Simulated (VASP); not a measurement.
Input for VASP

**INCAR**
```
# general
SYSTEM =HfC
PREC   =Accurate
ENCUT  =520
LREAL  =.FALSE.
LASPH  =.TRUE.

# electronic loop
EDIFF  =1E-7
NELM   =100
ALGO   =Normal
LMAXMIX=6
LMIXTAU=.TRUE.

# smearing
ISMEAR =1
SIGMA  =0.1

# functional
METAGGA=R2SCAN

# ions
ISIF   =2

# output
LWAVE  =.FALSE.
LCHARG =.FALSE.
```

**KPOINTS**
```
kpoints
0
gamma
  14 14 14
0 0 0
```

### POSCAR
```
HfC
1
    0.0000000000     2.2699576821     2.2699576821
    2.2699576821     0.0000000000     2.2699576821
    2.2699576821     2.2699576821     0.0000000000
Hf C
1 1
Direct
  0.0000000000   0.0000000000   0.0000000000
  0.5000000000   0.5000000000   0.5000000000
```

POTCAR, in this order: Hf_pv C (PBE.64 set). Program: vasp_std.

Q: Translate this r2SCAN calculation to Ansatz.

A: One equivalent input (not run):
Ansatz 0.2 input:
```yaml
crystal:
  lattice:
    - [0.0000000, 2.2699577, 2.2699577]
    - [2.2699577, 0.0000000, 2.2699577]
    - [2.2699577, 2.2699577, 0.0000000]
  atoms:
    - { symbol: Hf, position: [0.0000000, 0.0000000, 0.0000000] }
    - { symbol: C, position: [0.5000000, 0.5000000, 0.5000000] }
kpoints:
  mp_grid: { grid: [14, 14, 14] }
hamiltonian:
  xc: r2scan
  pseudopotentials: { kind: paw }
scf:
  occupations: { method: methfessel_paxton, width: 0.1 }
  max_iter: 100
output: { forces: true, stress: true, eigenvalues: true }
```
The two are equivalent in intent, not identical: each code has its own PAW files, so the cut-off isn't converted (ENCUT is set for VASP's; basis.ecutwfc is left out, and Ansatz then takes the one that its files recommend); Ansatz stops its SCF on the density residual and VASP on the energy change (EDIFF).

The compound is HfC in the rock salt structure. This cell is one point of a volume scan, at 0.94 of the reference volume.
